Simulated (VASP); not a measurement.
Given:

```yaml
crystal:
  lattice:
    - [1.58496, -2.74524, 0.00000]
    - [1.58496, 2.74524, 0.00000]
    - [0.00000, 0.00000, 13.24741]
  atoms:
    - { symbol: Mo, position: [0.33333, 0.66667, 0.25000] }
    - { symbol: Mo, position: [0.66667, 0.33333, 0.75000] }
    - { symbol: S, position: [0.33333, 0.66667, 0.86769] }
    - { symbol: S, position: [0.66667, 0.33333, 0.36769] }
    - { symbol: S, position: [0.66667, 0.33333, 0.13231] }
    - { symbol: S, position: [0.33333, 0.66667, 0.63231] }
```

Method: MS2 meta-GGA, VASP's PBE PAW potentials (set 64) (plane waves; VASP 6.6.1). Numerical set-up: 520 eV cut-off, 7×7×2 Γ-centred mesh, Gaussian smearing of 0.050 eV, potentials Mo_sv S.

Problem. Predict the energy per atom (σ→0).

Solution. 
| Quantity | Value |
|---|---|
| energy per atom (σ→0) | -10.141 eV/atom |

Only differences to runs with the same potentials and settings are physical.

The compound is MoS2 in the 2H layered structure. It was relaxed first, which changed the volume by +8 %. The start is the result of an earlier pass.
